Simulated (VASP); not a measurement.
Method: r2SCAN meta-GGA, VASP's PBE PAW potentials (set 64) (plane waves; VASP).

VASP input:

**KPOINTS**
```
Automatic mesh
0
Gamma
11 11 11
0 0 0
```

**POSCAR**
```
LiF
1
    0.0000000000     2.0093758439     2.0093758439
    2.0093758439     0.0000000000     2.0093758439
    2.0093758439     2.0093758439     0.0000000000
Li F
1 1
Direct
  0.0000000000   0.0000000000   0.0000000000
  0.5000000000   0.5000000000   0.5000000000
```

### INCAR
```
ALGO=Normal
EDIFF=1E-7
ENCUT=520
ISIF=2
ISMEAR=0
LASPH=.True.
LCHARG=.False.
LMIXTAU=.True.
LREAL=.False.
LWAVE=.False.
METAGGA=R2SCAN
NELM=100
PREC=Accurate
SIGMA=0.05
SYSTEM=LiF
```

POTCAR, in this order: Li_sv F (PBE.64 set). Program: vasp_std.

### Question
What will the output report for the number of irreducible k-points (NKPTS), largest plane-wave count, number of space-group operations, FFT grid (NGX, NGY, NGZ)?

### Answer

- number of irreducible k-points (NKPTS): 56
- largest plane-wave count: 448
- number of space-group operations: 48
- FFT grid (NGX, NGY, NGZ): 24 × 24 × 24

The compound is LiF in the rock salt structure. This cell is one point of a volume scan, at 1.03 of the reference volume.
